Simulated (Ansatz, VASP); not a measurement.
# Cross-check of GaP between VASP and Ansatz, part 2 of 2

One calculation is typed for both programs; each brings its own data sets. How far apart do they land? The cell is taken from a series of runs on this material, whose earlier steps may have relaxed, scaled, displaced or heated it; both programs get it as it stands.

VASP 6.6.1 and Ansatz 0.2.0.

So far, gap on the k-mesh: step 4 (differences) 1.50.

## (6) VASP: single point, PBE, pair 2 (continued)

Level of this step: PBE; plane waves and PAW (P, Ga_d) (VASP).

Numbers of over 12 decimals in the logs are rounded to 6 here.

Parts of OUTCAR (step 6):

```text
  Total        2.3642110      2.3642110      2.3642110     -0.0000000     -0.0000000     -0.0000000
  in kB      100.8283519    100.8283519    100.8283519     -0.0000000     -0.0000000     -0.0000000
  external PRESSURE =     100.8283519 kB  Pullay stress =       0.0000000 kB

 POSITION                                       TOTAL-FORCE (eV/Angst)
 -----------------------------------------------------------------------------------
      3.98736      3.98736      3.98736        -0.000000     -0.000000      0.000000
      0.00000      0.00000      0.00000         0.000000      0.000000     -0.000000
 -----------------------------------------------------------------------------------
    total drift:                               -0.000001     -0.000001     -0.000001

  FREE ENERGIE OF THE ION-ELECTRON SYSTEM (eV)
  ---------------------------------------------------
  free  energy   TOTEN  =        -9.0078280832 eV

  energy  without entropy=       -9.0078280832  energy(sigma->0) =       -9.00782808

[... 1 part as in an earlier step ...]

[... 2 further parts left out ...]
[key lines of the parts left out:]
E-fermi :   6.1723
```

The run ends at a pressure of 10.08 GPa.

## (7) Comparison

Both answers:

| quantity | Ansatz | VASP | difference |
| --- | --- | --- | --- |
| pressure (GPa) | 10.25 | 10.08 | +0.17 |
| gap on the k mesh (eV) | 1.453 | 1.453 | 0.000 |

A gap on the mesh is an upper bound, since the band edges may lie between its points.

## (8) VASP: single point, PBE, pair 3

A single point takes one fixed geometry, so differences don't come from the geometry; what else differs is listed under the comparison. The cell compared in this pair holds 40.91 Å³, against 37.57 Å³ for the pair before.

The input, INCAR:

```
SYSTEM = GaP
PREC = Accurate
ENCUT = 500
EDIFF = 1E-06
NELM = 120
ISMEAR = 0
SIGMA = 0.01
LREAL = .FALSE.
ALGO = Normal
GGA = PE
NBANDS = 15
LORBIT = 11
LWAVE = .FALSE.
LCHARG = .FALSE.
ISIF = 2
LASPH = .TRUE.
GGA_COMPAT = .FALSE.
EFERMI = MIDGAP
```

The input, POSCAR:

```
GaP
1.0
    0.0000000000      2.7347811214      2.7347811214
    2.7347811214      0.0000000000      2.7347811214
    2.7347811214      2.7347811214      0.0000000000
P Ga
1 1
Direct
    0.7500000000      0.7500000000      0.7500000000
    0.0000000000      0.0000000000      0.0000000000
```

The input, KPOINTS:

```
Automatic mesh
0
Gamma
12 12 12
0 0 0
```

PAW data sets: P and Ga_d (PBE family, release 64).

On the command line:

```console
$ mpirun -np 1 vasp_std
```

The log of the run:

```text
[... set-up lines as in an earlier step ...]
 entering main loop
       N       E                     dE             d eps       ncg     rms          rms(c)
DAV:   1     0.818910694755E+02    0.81891E+02   -0.90083E+03  2216   0.170E+03
DAV:   2    -0.284152229353E+01   -0.84733E+02   -0.80893E+02  2398   0.319E+02
DAV:   3    -0.927489655066E+01   -0.64334E+01   -0.64070E+01  2748   0.691E+01
DAV:   4    -0.938688196951E+01   -0.11199E+00   -0.11195E+00  2596   0.996E+00
[...]
DAV:  10    -0.912372654272E+01   -0.67681E-04   -0.11338E-04  3406   0.114E-01    0.410E-02
DAV:  11    -0.912379807839E+01   -0.71536E-04   -0.10033E-04  2461   0.869E-02    0.513E-03
DAV:  12    -0.912379771567E+01    0.36272E-06   -0.30264E-06  2705   0.239E-02
   1 F= -.91237977E+01 E0= -.91237977E+01  d E =0.000000E+00
```

From OUTCAR (step 8):

```text
  Total        0.3903582      0.3903582      0.3903582     -0.0000000      0.0000000     -0.0000000
  in kB       15.2888975     15.2888975     15.2888975     -0.0000000      0.0000000     -0.0000000
  external PRESSURE =      15.2888975 kB  Pullay stress =       0.0000000 kB

 POSITION                                       TOTAL-FORCE (eV/Angst)
 -----------------------------------------------------------------------------------
      4.10217      4.10217      4.10217         0.000000      0.000000      0.000000
      0.00000      0.00000      0.00000        -0.000000     -0.000000     -0.000000
 -----------------------------------------------------------------------------------
    total drift:                               -0.000001     -0.000001     -0.000001

  FREE ENERGIE OF THE ION-ELECTRON SYSTEM (eV)
  ---------------------------------------------------
  free  energy   TOTEN  =        -9.1237977157 eV

  energy  without entropy=       -9.1237977157  energy(sigma->0) =       -9.12379772

[... 1 part as in an earlier step ...]

[... 2 further parts left out ...]
[key lines of the parts left out:]
E-fermi :   5.3499
```

The run ends at a pressure of 1.53 GPa.

## (9) Ansatz: single point, PBE, pair 3

The same cell, functional and mesh now go to Ansatz, which takes its cutoff from its data sets.

The cell is taken from a series of runs on this material, whose earlier steps may have relaxed, scaled, displaced or heated it; both programs get it as it stands.

The input, input.yaml:

```yaml
crystal:
  lattice:
    - [0.0, 2.7347811214, 2.7347811214]
    - [2.7347811214, 0.0, 2.7347811214]
    - [2.7347811214, 2.7347811214, 0.0]
  atoms:
    - { symbol: P, position: [0.75, 0.75, 0.75] }
    - { symbol: Ga, position: [0.0, 0.0, 0.0] }
kpoints:
  mp_grid: { grid: [12, 12, 12] }
hamiltonian:
  xc: pbe
  pseudopotentials: { kind: paw, azcp: { folder: soft_1 } }
scf:
  occupations: { method: fixed }
output:
  forces: true
  stress: true
  eigenvalues: true
```

On the command line:

```console
$ ansatz run input.yaml --threads 4 --pin off --max-ram 10240MiB --backend cpu --events-out ev --progress --plain --runs-dir out
```

The log of the run:

```text
[...]
Crystal: 2 atoms, lattice volume = 40.907 Å³
Basis set: ecut = 420 eV, 821 PW (Γ), exchange–correlation on 54×54×54 points (8 copies of the dense FFT grid, shifted against one another)
Bands: 13, of which v1, the nominal top of the filled ones, is band 9 counted from 1 (8 counted from 0)
Symmetry: 24 space group operations
[...]
k-points: 72 of 1728 (time reversal used)
[...]
--- Band table (eV; the first three rows and the last of 72) ---
  k-point 0: bands = [... 5 lower, -5.4733, 6.9396, 6.9396, 6.9396, 8.6830, 10.8294, 10.8294, 10.8294]
  k-point 1: bands = [... 5 lower, -5.3839, 6.0373, 6.8313, 6.8313, 9.1885, 10.9965, 10.9965, 11.0196]
  k-point 2: bands = [... 5 lower, -5.1218, 4.5625, 6.5749, 6.5749, 9.3095, 11.3707, 11.3707, 11.9295]
  k-point 71: bands = [... 5 lower, -2.4675, 0.4403, 3.4151, 3.5712, 11.6390, 11.7585, 13.0133, 13.0884]
[key lines of the parts left out:]
SCF converged after 7 iterations
Free energy (F): -4539.560758 eV
Fermi energy:    6.939578 eV
P = ⅓ Tr σ = 1.6305 GPa (16.305 kbar)
```

Between step 4 and this run (cell volume +6.5 %) the value for the gap on the k-mesh moves from 1.50 to 1.61.

## (10) Comparison

The two programs side by side:

```csv
quantity,Ansatz,VASP,difference
pressure (GPa),1.63,1.53,+0.10
gap on the k mesh (eV),1.612,1.611,+0.001
```

A gap on the mesh is an upper bound, since the band edges may lie between its points.

## (11) Summary of results

```yaml
difference_in_gap_on_the_k_mesh_single_point_pbe_pair_1: 3.0e-4 eV
difference_in_gap_on_the_k_mesh_single_point_pbe_pair_2: 5.0e-5 eV
difference_in_gap_on_the_k_mesh_single_point_pbe_pair_3: 7.5e-4 eV
```

The difference in gap on the k mesh is 7.5e-4 eV (single point, PBE, pair 3), within the 0.08 eV picked in this series as the mark of a large difference. 5 further pairs of this series are not shown here. How closely two codes agree says nothing of how well the functional describes the real material.

[Lines on the potential files, build, host, timing and source positions are cut from VASP's logs without a mark.]

[Logs are printed without paths, hosts, clocks, repeated set-up lines and the standing remarks that a program may print on its own settings, such as how far it seeks lower states.]

[Hosts, paths, dates, database ids (printed as entryN), source tags and the programs' standing remarks are cut or masked in the printed files.]
